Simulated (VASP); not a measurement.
# Ba (space group Im-3m): computed properties

Computed with r2SCAN meta-GGA, VASP's PBE PAW potentials (set 64) (plane waves; VASP).

```yaml
space_group: Im-3m (229)
cell: a = b = c = 5.0790 Å, α = β = γ = 90.00°
volume_per_atom: 65.51 Å³/atom
band gap (over mesh and band path): none (metal, semimetal or under 0.01 eV)
density: 3.48 g/cm³
```

```cif
data_Ba
_chemical_formula_sum 'Ba1'
_space_group_name_H-M_alt 'P 1'
_space_group_IT_number 1
_cell_length_a 4.39854
_cell_length_b 4.39854
_cell_length_c 4.39854
_cell_angle_alpha 109.471
_cell_angle_beta 109.471
_cell_angle_gamma 109.471
loop_
_space_group_symop_operation_xyz
  'x, y, z'
loop_
_atom_site_label
_atom_site_type_symbol
_atom_site_fract_x
_atom_site_fract_y
_atom_site_fract_z
_atom_site_occupancy
Ba1 Ba 0.00000 0.00000 0.00000 1
```

Unless said otherwise, spin-orbit coupling is left out, though it shifts the bands of the heavy elements here.

The structure comes from a measured Ba entry (Im-3m) of the Crystallography Open Database, whose conditions weren't checked. It was relaxed first. Symmetry was kept, so distortions that lower it aren't found.
